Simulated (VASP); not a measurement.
Consider the following.

```
CELL_PARAMETERS angstrom
      2.86008     0.00000     0.00000
      0.00000     2.86008     0.00000
      0.00000     0.00000     3.58093
ATOMIC_POSITIONS crystal
  Cu 0.00000 0.00000 0.00000
  Au 0.50000 0.50000 0.50000
```

Computed with LDA (Ceperley-Alder, Perdew-Zunger), VASP's LDA PAW potentials (set 64) (plane waves; VASP). Numerical set-up: 520 eV cut-off, 13×13×10 Γ-centred mesh, first-order Methfessel-Paxton smearing of 0.10 eV, potentials Cu Au.

Problem. The ions and cell shape at fixed volume are relaxed. Predict the relaxed structure.

Solution. 
```
CELL_PARAMETERS angstrom
      2.80271     0.00000     0.00000
      0.00000     2.80271     0.00000
      0.00000     0.00000     3.72903
ATOMIC_POSITIONS crystal
  Cu 0.00000 0.00000 0.00000
  Au 0.50000 0.50000 0.50000
```
Space group P4/mmm (123), at a tolerance of 0.03 Å.

Problem. How much energy does the relaxation gain?

Solution. The energy (σ→0) changes by -3.5 meV/atom, in 7 ionic steps.

| step | E(σ→0) (eV) | max force (eV/Å) | pressure (GPa) | volume (Å³) |
|---|---|---|---|---|
| 1 | -9.2078 | 0.000 | -9.29 | 29.29 |
| 2 | -9.2079 | 0.000 | -9.33 | 29.29 |
| 3 | -9.2080 | 0.000 | -9.28 | 29.29 |
| 4 | -9.2087 | 0.000 | -9.30 | 29.29 |
| 5 | -9.2122 | 0.000 | -9.31 | 29.29 |
| 6 | -9.2147 | 0.000 | -9.15 | 29.29 |
| 7 | -9.2149 | 0.000 | -9.29 | 29.29 |

The compound is CuAu in the L1_0 structure. This cell is one point of a volume scan, at 1.06 of the reference volume. Symmetry was kept, so distortions that lower it aren't found.
